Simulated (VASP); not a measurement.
Level of theory: PW91 GGA, VASP's PBE PAW potentials (set 64) (plane waves; VASP).

Input for VASP

File KPOINTS:
```
Automatic mesh
0
Gamma
1 1 1
0 0 0
```

INCAR:
```
! general
SYSTEM   =  Sn atom
PREC     =  Normal
ENCUT    =  520
LREAL    =  .False.
LASPH    =  .True.
ISYM     =  0

! electronic loop
EDIFF    =  1E-6
NELM     =  200
ALGO     =  All
LMAXMIX  =  4

! smearing
ISMEAR   =  0
SIGMA    =  0.01

! functional
GGA      =  91

! spin
ISPIN    =  2
MAGMOM   =  2
NUPDOWN  =  2

! output
LWAVE    =  .False.
LCHARG   =  .False.
LORBIT   =  10
```

### POSCAR
```
Sn atom
1
   12.0000000000     0.0000000000     0.0000000000
    0.0000000000    12.5000000000     0.0000000000
    0.0000000000     0.0000000000    13.0000000000
Sn
1
Direct
  0.0000000000   0.0000000000   0.0000000000
```

POTCAR, in this order: Sn_d (PBE.64 set). Program: vasp_gam. Read from the step before: WAVECAR.

The resulting files:

File OSZICAR:
```
       N       E                     dE             d eps       ncg     rms           ort
SDA:   1    -0.631292746127E+00   -0.63129E+00    0.00000E+00    12   0.122E-01   0.000E+00
CGA:   2    -0.632652463861E+00   -0.13597E-02   -0.13641E-02    12   0.187E-02   0.960E-04
CGA:   3    -0.633098982028E+00   -0.44652E-03   -0.44716E-03    12   0.365E-03  -0.136E-04
CGA:   4    -0.633177592735E+00   -0.78611E-04   -0.78908E-04    12   0.917E-04  -0.112E-04
CGA:   5    -0.633201872710E+00   -0.24280E-04   -0.24128E-04    12   0.325E-04   0.287E-05
CGA:   6    -0.633211081470E+00   -0.92088E-05   -0.95167E-05    12   0.167E-04  -0.146E-05
CGA:   7    -0.633215096133E+00   -0.40147E-05   -0.40534E-05    12   0.807E-05   0.260E-06
CGA:   8    -0.633217387243E+00   -0.22911E-05   -0.22935E-05    12   0.273E-05   0.161E-06
CGA:   9    -0.633218177013E+00   -0.78977E-06   -0.81288E-06    12   0.749E-06  -0.317E-06
   1 F= -.63321818E+00 E0= -.62936165E+00  d E =-.771305E-02  mag=     2.0000
```

**OUTCAR**
```
------------------------ aborting loop because EDIFF is reached ----------------------------------------
  FORCE on cell =-STRESS in cart. coord.  units (eV):
  Direction    XX          YY          ZZ          XY          YZ          ZX
  --------------------------------------------------------------------------------------
  Total       -0.0053627     -0.0097121     -0.0088098      0.0006516      0.0001539     -0.0003974
  in kB       -0.0044061     -0.0079797     -0.0072384      0.0005354      0.0001264     -0.0003265
  external PRESSURE =      -0.0065414 kB  Pullay stress =       0.0000000 kB
  volume of cell :     1950.00
      direct lattice vectors                 reciprocal lattice vectors
    12.000000000  0.000000000  0.000000000     0.083333333  0.000000000  0.000000000
     0.000000000 12.500000000  0.000000000     0.000000000  0.080000000  0.000000000
     0.000000000  0.000000000 13.000000000     0.000000000  0.000000000  0.076923077
 POSITION                                       TOTAL-FORCE (eV/Angst)
 -----------------------------------------------------------------------------------
      0.00000      0.00000      0.00000        -0.000000      0.000000      0.000000
 -----------------------------------------------------------------------------------
    total drift:                               -0.000000      0.000000      0.000000
  FREE ENERGIE OF THE ION-ELECTRON SYSTEM (eV)
  ---------------------------------------------------
  free  energy   TOTEN  =        -0.6332181770 eV

  energy  without entropy=       -0.6255051301  energy(sigma->0) =       -0.62936165

 total charge

# of ion       s       p       d       tot
------------------------------------------
    1        1.342   0.764   9.921  12.027

 magnetization (x)

# of ion       s       p       d       tot
------------------------------------------
    1       -0.005   0.764  -0.001   0.758
```
(Selected blocks of OUTCAR.)

The atom may not be in its lowest state.

The cell is a free atom in a box.
